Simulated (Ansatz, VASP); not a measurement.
# Ga14Ge17O55 (amorphous 29Ga2O3-71GeO2 (mol %)) in two plane-wave programs

One calculation is typed for both programs; each brings its own data sets. How far apart do they land? The structure shown is the start of the Ansatz relaxation below; VASP solves that cell, so the two are compared at the walk's first step.

Program: Ansatz 0.2.0. Level of theory: plane waves, with VASP 6.6.1 beside it; single point at PBE. Results are calculated unless marked as measured.

## 1. Set-up

The cell holds 86 atoms: 14 Ga, 17 Ge and 55 O. Cell: a = 10.359 Å, b = 10.359 Å, c = 10.359 Å, α = 90.0°, β = 90.0°, γ = 90.0°. As first built, before any earlier steps moved the atoms (in the runner's words): 86 atoms (14 Fe, 17 Ge, 55 O) placed at random at 4.41 g/cm^3, melted at 5000 K for 10 ps at fixed volume with the Morse and Coulomb pair potential with partial charges (Pedone, Malavasi, Menziani, Cormack and Segre, J. Phys. Chem. B 110, 11780 (2006)). Quenched from 5000 K to 300 K at 100 K/ps and fixed volume, held 5 ps, then minimised at fixed cell. Then Fe was replaced by Ga and the cell scaled by 1.006 (the potential has no terms for the new elements, so the cell is a start for a DFT relaxation).

## 2. Ansatz: relaxation, PBE

Ansatz runs on its PAW soft_1 files.

The two programs are compared at the cell with which this relaxation starts, whose forces are those of its first step.

input.yaml reads:

```yaml
crystal:
  lattice:
    - [10.35908, 0.0, 0.0]
    - [0.0, 10.35908, 0.0]
    - [0.0, 0.0, 10.35908]
  atoms:
    - { symbol: Ga, position: [0.21928, 0.44613, 0.78366] }
    - { symbol: Ga, position: [0.57541, 0.00586, 0.90982] }
    - { symbol: Ga, position: [0.27487, 0.51559, 0.44184] }
    - { symbol: Ga, position: [0.19606, 0.49704, 0.10774] }
    - { symbol: Ga, position: [0.89331, 0.39545, 0.25234] }
    - { symbol: Ga, position: [0.63789, 0.76675, 0.10173] }
    - { symbol: Ga, position: [0.94109, 0.62176, 0.43948] }
    - { symbol: Ga, position: [0.43841, 0.71408, 0.88573] }
    - { symbol: Ga, position: [0.97679, 0.34816, 0.57909] }
    - { symbol: Ga, position: [0.64686, 0.4772, 0.9025] }
    - { symbol: Ga, position: [0.57154, 0.67253, 0.42115] }
    - { symbol: Ga, position: [0.47374, 0.52902, 0.13511] }
    - { symbol: Ga, position: [0.75258, 0.61043, 0.65478] }
    - { symbol: Ga, position: [0.45944, 0.22332, 0.75009] }
    - { symbol: Ge, position: [0.79119, 0.85739, 0.38933] }
    - { symbol: Ge, position: [0.15279, 0.0401, 0.9932] }
    - { symbol: Ge, position: [0.65275, 0.25906, 0.18019] }
    - { symbol: Ge, position: [0.38802, 0.19622, 0.46526] }
    - { symbol: Ge, position: [0.36996, 0.25366, 0.02344] }
    - { symbol: Ge, position: [0.92681, 0.68047, 0.12195] }
    - { symbol: Ge, position: [0.86787, 0.17788, 0.99853] }
    - { symbol: Ge, position: [0.23857, 0.77138, 0.15632] }
    - { symbol: Ge, position: [0.11777, 0.23789, 0.3046] }
    - { symbol: Ge, position: [0.53415, 0.98966, 0.27835] }
    - { symbol: Ge, position: [0.85089, 0.85188, 0.85496] }
    - { symbol: Ge, position: [0.11805, 0.91933, 0.40076] }
    - { symbol: Ge, position: [0.68773, 0.3579, 0.49475] }
    - { symbol: Ge, position: [0.76129, 0.08015, 0.64207] }
    - { symbol: Ge, position: [0.18306, 0.08317, 0.6724] }
    - { symbol: Ge, position: [0.94919, 0.46738, 0.87478] }
    - { symbol: Ge, position: [0.46076, 0.53783, 0.6578] }
    - { symbol: O, position: [0.90067, 0.57441, 0.26521] }
    - { symbol: O, position: [0.80302, 0.79539, 0.20907] }
    - { symbol: O, position: [0.15328, 0.9643, 0.55586] }
    - { symbol: O, position: [0.03656, 0.45963, 0.71981] }
    - { symbol: O, position: [0.41922, 0.05954, 0.37377] }
    - { symbol: O, position: [0.78682, 0.98501, 0.50445] }
    - { symbol: O, position: [0.93757, 0.78853, 0.98515] }
    - { symbol: O, position: [0.51684, 0.90695, 0.1357] }
    - { symbol: O, position: [0.92215, 0.30177, 0.90356] }
    - { symbol: O, position: [0.71549, 0.12297, 0.97698] }
    - { symbol: O, position: [0.53307, 0.39908, 0.76996] }
    - { symbol: O, position: [0.99046, 0.07137, 0.01929] }
    - { symbol: O, position: [0.53651, 0.2649, 0.49751] }
    - { symbol: O, position: [0.84696, 0.99943, 0.76633] }
    - { symbol: O, position: [0.25956, 0.27459, 0.38931] }
    - { symbol: O, position: [0.44804, 0.88564, 0.85757] }
    - { symbol: O, position: [0.10099, 0.54782, 0.46159] }
    - { symbol: O, position: [0.28923, 0.28907, 0.84018] }
    - { symbol: O, position: [0.57565, 0.62583, 0.98881] }
    - { symbol: O, position: [0.34399, 0.68228, 0.06502] }
    - { symbol: O, position: [0.169, 0.03465, 0.82856] }
    - { symbol: O, position: [0.20399, 0.90464, 0.06887] }
    - { symbol: O, position: [0.98419, 0.29701, 0.39186] }
    - { symbol: O, position: [0.84146, 0.47423, 0.52202] }
    - { symbol: O, position: [0.7021, 0.85538, 0.93728] }
    - { symbol: O, position: [0.57716, 0.63255, 0.24476] }
    - { symbol: O, position: [0.57873, 0.64845, 0.72587] }
    - { symbol: O, position: [0.11017, 0.49384, 0.94198] }
    - { symbol: O, position: [0.32163, 0.52627, 0.26654] }
    - { symbol: O, position: [0.35789, 0.42014, 0.0382] }
    - { symbol: O, position: [0.23474, 0.16628, 0.07128] }
    - { symbol: O, position: [0.10017, 0.66941, 0.15207] }
    - { symbol: O, position: [0.33331, 0.42661, 0.60171] }
    - { symbol: O, position: [0.87668, 0.5486, 0.01985] }
    - { symbol: O, position: [0.8363, 0.25831, 0.14443] }
    - { symbol: O, position: [0.10202, 0.07001, 0.32085] }
    - { symbol: O, position: [0.47566, 0.24485, 0.1692] }
    - { symbol: O, position: [0.85802, 0.73875, 0.73411] }
    - { symbol: O, position: [0.7024, 0.35651, 0.32405] }
    - { symbol: O, position: [0.60263, 0.50052, 0.53737] }
    - { symbol: O, position: [0.60942, 0.09309, 0.7141] }
    - { symbol: O, position: [0.61113, 0.86514, 0.36598] }
    - { symbol: O, position: [0.63378, 0.38893, 0.06436] }
    - { symbol: O, position: [0.07749, 0.20518, 0.63423] }
    - { symbol: O, position: [0.79288, 0.48984, 0.79443] }
    - { symbol: O, position: [0.09354, 0.36443, 0.19313] }
    - { symbol: O, position: [0.65637, 0.10066, 0.25131] }
    - { symbol: O, position: [0.41158, 0.64038, 0.51248] }
    - { symbol: O, position: [0.33614, 0.1439, 0.61885] }
    - { symbol: O, position: [0.76209, 0.71005, 0.47741] }
    - { symbol: O, position: [0.9712, 0.82917, 0.39796] }
    - { symbol: O, position: [0.22831, 0.82553, 0.31456] }
    - { symbol: O, position: [0.7817, 0.24251, 0.5886] }
    - { symbol: O, position: [0.46556, 0.15642, 0.92846] }
    - { symbol: O, position: [0.34576, 0.58772, 0.78455] }
kpoints:
  mp_grid: { grid: [1, 1, 1] }
hamiltonian:
  xc: pbe
  pseudopotentials: { kind: paw, azcp: { folder: soft_1 } }
scf:
  occupations: { method: fermi_dirac, width: 0.025 }
output:
  forces: true
relax:
  f_tol: 0.05
  max_steps: 150
  cell: {}
```

The run is started by

```console
> ansatz run input.yaml --threads 4 --pin off --max-ram 8192MiB --backend cpu --events-out ev --progress --plain --runs-dir out
```

Numbers of over 12 decimals in the logs are rounded to 6 here.

What it wrote:

```text
Engine: ansatz 0.2.0, x86_64-unknown-linux-gnu
Pseudopotentials: kind: paw
Pseudopotential: Ga, paw, valence charge 13, recommended cutoff 420 eV (normal), soft_1/Ga.paw.azcp
Pseudopotential: Ge, paw, valence charge 14, recommended cutoff 420 eV (normal), soft_1/Ge.paw.azcp
Pseudopotential: O, paw, valence charge 6, recommended cutoff 420 eV (normal), soft_1/O.paw.azcp
Functional definition: PBE
  parameter kappa = 0.804
  parameter beta = 0.066725
  exchange = pbe_x(kappa = kappa, mu = beta*pi^2/3)
  correlation = pbe_c(beta = beta)
Crystal: 86 atoms, lattice volume = 1111.638 Å³
Basis set: ecut = 420 eV, 21823 PW (Γ), exchange–correlation on 144×144×144 points (8 copies of the dense FFT grid, shifted against one another)
Bands: 461, of which v1, the nominal top of the filled ones, is band 375 counted from 1 (374 counted from 0)
Symmetry: 1 space group operations
Space group: P1 (ITA 1), of the structure as read, at distance tolerance 1.0e-4 Å
k-points: 1
Non-local potential: Ga, projectors of the file, l = 0: 2, l = 1: 2, l = 2: 3, l = 3: 1
Non-local potential: Ge, projectors of the file, l = 0: 2, l = 1: 2, l = 2: 3, l = 3: 1
Non-local potential: O, projectors of the file, l = 0: 2, l = 1: 2, l = 2: 1
PAW form: soft (Blöchl's): semilocal exchange-correlation on the pseudo side does not see the compensation charge
PAW one-centre angular grid: Ga, 590 points (default); XC on 64 Gauss nodes
PAW one-centre angular grid: Ge, 590 points (default); XC on 64 Gauss nodes
PAW one-centre angular grid: O, 110 points (default); XC on 64 Gauss nodes
Initial density: superposition of atomic densities (chi_scale 0.1, normalization cell, long waves kept (reshape's long-wave potential 0.70 eV rms))
Initial wavefunctions: pseudopotential atomic-orbital guess
Functional: x = pbe(κ = 0.804, μ = 0.219515), c = pbe(β = 0.066725)
SCF iter   1: F=—  HF=-157202.709083 eV  |F-HF|=—  |Δ(HF+E_count)|=         —  Δρ=1.08e-1  dr2=8.33e1  ethr=3.10e-3  ⟨swp⟩=5.0  Hψ=1777  notcnv=0  defer=43
preconditioner: auto → Resta (q_TF=auto, 2.555 Å⁻¹)  ε∞=3.3  [insulator: Δε(μ)=1.485 eV  Ē_g=20.279 eV  σ=0.025 eV  W_gap=1.00  n_scr=304 (ndim 8)  ℏωp=30.5 eV  f_vac=0.101  D(μ)=0.00/eV (n_scr^D=0)  ε∞_Penn≈3.3]
SCF iter   2: F=—  HF=-157181.236857 eV  |F-HF|=—  |Δ(HF+E_count)|=    2.15e1  Δρ=4.74e-2  dr2=1.37e1  ethr=3.10e-3  ⟨swp⟩=2.0  Hψ=820  notcnv=0  defer=81
SCF iter   3: F=—  HF=-157177.310275 eV  |F-HF|=—  |Δ(HF+E_count)|=    3.93e0  Δρ=1.61e-2  dr2=2.67e0  ethr=1.83e-3  ⟨swp⟩=3.0  Hψ=496  notcnv=0  defer=81
SCF iter   4: F=—  HF=-157176.861270 eV  |F-HF|=—  |Δ(HF+E_count)|=   4.49e-1  Δρ=5.43e-3  dr2=2.81e-1  ethr=3.56e-4  ⟨swp⟩=3.0  Hψ=790  notcnv=0  defer=80
SCF iter   5: F=—  HF=-157176.913291 eV  |F-HF|=—  |Δ(HF+E_count)|=   5.20e-2  Δρ=3.03e-3  dr2=8.67e-2  ethr=3.74e-5  ⟨swp⟩=3.0  Hψ=681  notcnv=0  defer=80
SCF iter   6: F=—  HF=-157176.948411 eV  |F-HF|=—  |Δ(HF+E_count)|=   3.51e-2  Δρ=1.50e-3  dr2=2.31e-2  ethr=1.16e-5  ⟨swp⟩=2.0  Hψ=762  notcnv=0  defer=80
SCF iter   7: F=—  HF=-157176.947649 eV  |F-HF|=—  |Δ(HF+E_count)|=   7.63e-4  Δρ=3.19e-4  dr2=2.28e-3  ethr=3.08e-6  ⟨swp⟩=2.0  Hψ=907  notcnv=0  defer=80
SCF iter   8: F=—  HF=-157176.949352 eV  |F-HF|=—  |Δ(HF+E_count)|=   1.70e-3  Δρ=3.07e-4  dr2=1.03e-3  ethr=3.05e-7  ⟨swp⟩=2.0  Hψ=756  notcnv=0  defer=80
SCF iter   9: F=—  HF=-157176.949421 eV  |F-HF|=—  |Δ(HF+E_count)|=   6.89e-5  Δρ=8.74e-5  dr2=1.07e-4  ethr=1.38e-7  ⟨swp⟩=2.0  Hψ=673  notcnv=0  defer=80
SCF iter  10: F=—  HF=-157176.949494 eV  |F-HF|=—  |Δ(HF+E_count)|=   7.31e-5  Δρ=4.34e-5  dr2=2.27e-5  ethr=1.42e-8  ⟨swp⟩=2.0  Hψ=632  notcnv=0  defer=80
SCF iter  11: F=—  HF=-157176.950912 eV  |F-HF|=—  |Δ(HF+E_count)|=   1.42e-3  Δρ=2.91e-5  dr2=8.86e-6  ethr=3.03e-9  ⟨swp⟩=2.0  Hψ=756  notcnv=0  defer=80
SCF iter  12: F=—  HF=-157176.950912 eV  |F-HF|=—  |Δ(HF+E_count)|=   1.88e-7  Δρ=7.61e-6  dr2=8.40e-7  ethr=1.18e-9  ⟨swp⟩=2.0  Hψ=632  notcnv=0  defer=80
SCF iter  13: F=—  HF=-157176.950912 eV  |F-HF|=—  |Δ(HF+E_count)|=   4.31e-7  Δρ=7.74e-6  dr2=5.78e-7  ethr=1.12e-10  ⟨swp⟩=2.0  Hψ=681  notcnv=0  defer=80
SCF iter  14: F=-157176.950912 eV  HF=-157176.950912 eV  |F-HF|=1.63e-9  |Δ(HF+E_count)|=   8.92e-8  Δρ=1.49e-6  dr2=2.55e-8  ethr=1.33e-11  ⟨swp⟩=3.0  Hψ=1511  notcnv=0
SCF 1 converged in 14 iterations: F = -157176.950912 eV  dr2 = 2.55e-8
  greatest PAW one-centre occupation: 0.999 electrons in one spin orbital (limit 2), on the Ge atom at site 30 (counted from 0), in its partial waves of l = 2
relax step   1: F+E_penalty+E_count = -157176.95091196 eV  Δ(F+E_penalty+E_count) = +0.000e0 eV  max|allowed force component| = 2.781e0 eV/Å  Δτ_max = 0.0000 Å  P = +0.164 GPa  Ω = 1111.638 Å³  (14 SCF iters, dr2 threshold 1.00e-7 eV, accepted)
Crystal: 86 atoms, lattice volume = 1088.540 Å³
[...]
atom  67  O      0.00021135     0.00256969    -0.00066248
  atom  68  O      0.00386764    -0.00295635     0.00127211
  atom  69  O     -0.00106970     0.00074993     0.00395864
  atom  70  O     -0.00014935    -0.00155808     0.00256921
  atom  71  O      0.00273490     0.00411951    -0.00019396
  atom  72  O     -0.00261953    -0.00070608     0.00169031
  atom  73  O      0.00385603    -0.00132137     0.00126130
  atom  74  O     -0.00080822    -0.00034023    -0.00005436
  atom  75  O     -0.00303944     0.00190958    -0.00288320
  atom  76  O     -0.00270409    -0.00062007    -0.00008487
  atom  77  O      0.00148887     0.00056983    -0.00003969
  atom  78  O      0.00195048    -0.00434344     0.00253291
  atom  79  O     -0.00000944    -0.00475709     0.00310975
  atom  80  O      0.00226384     0.00093785    -0.00081926
  atom  81  O     -0.01022016     0.00332899    -0.00329199
  atom  82  O     -0.00151034    -0.00194168     0.00124955
  atom  83  O     -0.00192890     0.00307598     0.00395235
  atom  84  O      0.00090299     0.00231478    -0.00005347
  atom  85  O      0.00130840    -0.00385909    -0.00457462
  atom  86  O     -0.00149300     0.00056666     0.00178694
  max |Σ_I F_I| component: 1.03e-5 eV/Å
--- Stress (GPa, compression-positive) ---
       -0.008786       0.004060       0.003650
        0.004060      -0.011973       0.006286
        0.003650       0.006286      -0.020349
  P = ⅓ Tr σ = -0.0137 GPa (-0.137 kbar)
--- Relaxed structure (18 steps of the walk, 16 accepted, 2 SCFs on fresh bases) ---
  F+E_penalty+E_count = -157183.99597204 eV   max|allowed force component| = 3.040e-2 eV/Å   (the final SCF, on the basis selected at the relaxed cell)
  cell:  # Å, volume = 1094.1888 Å³
    - [10.433799, 0.048578, -0.025348]
    - [0.048578, 10.287505, 0.161242]
    - [-0.025348, 0.161242, 10.196702]
  atoms:
    - { symbol: Ga, position: [0.230959, 0.453527, 0.789389] }
    - { symbol: Ga, position: [0.561737, -0.015580, 0.910785] }
    - { symbol: Ga, position: [0.283916, 0.568408, 0.453952] }
    - { symbol: Ga, position: [0.189125, 0.474636, 0.137836] }
    - { symbol: Ga, position: [0.896641, 0.397943, 0.237875] }
    - { symbol: Ga, position: [0.639199, 0.762461, 0.102473] }
    - { symbol: Ga, position: [0.967405, 0.625095, 0.438144] }
    - { symbol: Ga, position: [0.417745, 0.719446, 0.896430] }
    - { symbol: Ga, position: [0.960365, 0.356630, 0.598809] }
    - { symbol: Ga, position: [0.638235, 0.485014, 0.891024] }
    - { symbol: Ga, position: [0.578552, 0.670416, 0.415115] }
    - { symbol: Ga, position: [0.457357, 0.539388, 0.144814] }
    - { symbol: Ga, position: [0.776736, 0.625474, 0.672574] }
    - { symbol: Ga, position: [0.458058, 0.222642, 0.752601] }
    - { symbol: Ge, position: [0.776749, 0.873855, 0.440682] }
    - { symbol: Ge, position: [0.141963, 0.045373, 0.979472] }
    - { symbol: Ge, position: [0.660605, 0.241064, 0.142511] }
    - { symbol: Ge, position: [0.393819, 0.165491, 0.450156] }
    - { symbol: Ge, position: [0.368189, 0.240710, 0.021088] }
    - { symbol: Ge, position: [0.921153, 0.668314, 0.112906] }
    - { symbol: Ge, position: [0.868560, 0.161079, 0.990048] }
    - { symbol: Ge, position: [0.214777, 0.778191, 0.139096] }
    - { symbol: Ge, position: [0.102417, 0.240667, 0.362334] }
    - { symbol: Ge, position: [0.546611, 1.011811, 0.252643] }
    - { symbol: Ge, position: [0.849203, 0.854144, 0.854348] }
    - { symbol: Ge, position: [0.096459, 0.925540, 0.395521] }
    - { symbol: Ge, position: [0.669275, 0.340698, 0.471250] }
    - { symbol: Ge, position: [0.755178, 0.095936, 0.667953] }
    - { symbol: Ge, position: [0.178453, 0.084013, 0.647852] }
    - { symbol: Ge, position: [0.965518, 0.447840, 0.895651] }
    - { symbol: Ge, position: [0.473452, 0.531658, 0.654885] }
    - { symbol: O, position: [0.900767, 0.574720, 0.282109] }
    - { symbol: O, position: [0.802776, 0.778412, 0.166328] }
    - { symbol: O, position: [0.162985, 0.941541, 0.554021] }
    - { symbol: O, position: [0.054419, 0.441442, 0.730831] }
    - { symbol: O, position: [0.415117, 0.021088, 0.366620] }
    - { symbol: O, position: [0.798941, 1.019324, 0.521809] }
    - { symbol: O, position: [0.954652, 0.754737, 0.951882] }
    - { symbol: O, position: [0.529668, 0.914671, 0.110097] }
    - { symbol: O, position: [0.939000, 0.275040, 0.880148] }
    - { symbol: O, position: [0.700132, 0.133260, 0.992674] }
    - { symbol: O, position: [0.543674, 0.384146, 0.757367] }
    - { symbol: O, position: [0.980399, 0.036339, 0.033766] }
    - { symbol: O, position: [0.540412, 0.231322, 0.500135] }
    - { symbol: O, position: [0.858960, 1.033182, 0.799271] }
    - { symbol: O, position: [0.272216, 0.264074, 0.378635] }
    - { symbol: O, position: [0.439861, 0.879828, 0.836282] }
    - { symbol: O, position: [0.130326, 0.641801, 0.487217] }
    - { symbol: O, position: [0.305581, 0.294834, 0.841711] }
    - { symbol: O, position: [0.558976, 0.628116, 0.991481] }
    - { symbol: O, position: [0.340820, 0.685787, 0.070737] }
    - { symbol: O, position: [0.138014, 0.049012, 0.807219] }
    - { symbol: O, position: [0.201675, 0.887741, 0.0068068] }
    - { symbol: O, position: [0.967228, 0.337349, 0.413011] }
    - { symbol: O, position: [0.874832, 0.520558, 0.559213] }
[...]
- { symbol: O, position: [0.430088, 0.665305, 0.517246] }
    - { symbol: O, position: [0.346042, 0.130289, 0.621654] }
    - { symbol: O, position: [0.734523, 0.714089, 0.496874] }
    - { symbol: O, position: [0.946206, 0.830162, 0.401596] }
    - { symbol: O, position: [0.213157, 0.850652, 0.294879] }
    - { symbol: O, position: [0.783569, 0.266740, 0.603664] }
    - { symbol: O, position: [0.456424, 0.133680, 0.916879] }
    - { symbol: O, position: [0.355747, 0.589790, 0.790287] }
```

Reading the cycles: dr2 is the Hartree energy of the density residual (eV), the measure of convergence; HF is the Harris–Foulkes estimate of the energy, which meets the free energy F at convergence.

(Continued in part 2 of 2.)

[Lines on the potential files, build, host, timing and source positions are cut from VASP's logs without a mark.]

[Logs are printed without paths, hosts, clocks, repeated set-up lines and the standing remarks that a program may print on its own settings, such as how far it seeks lower states.]

[Hosts, paths, dates, database ids (printed as entryN), source tags and the programs' standing remarks are cut or masked in the printed files.]
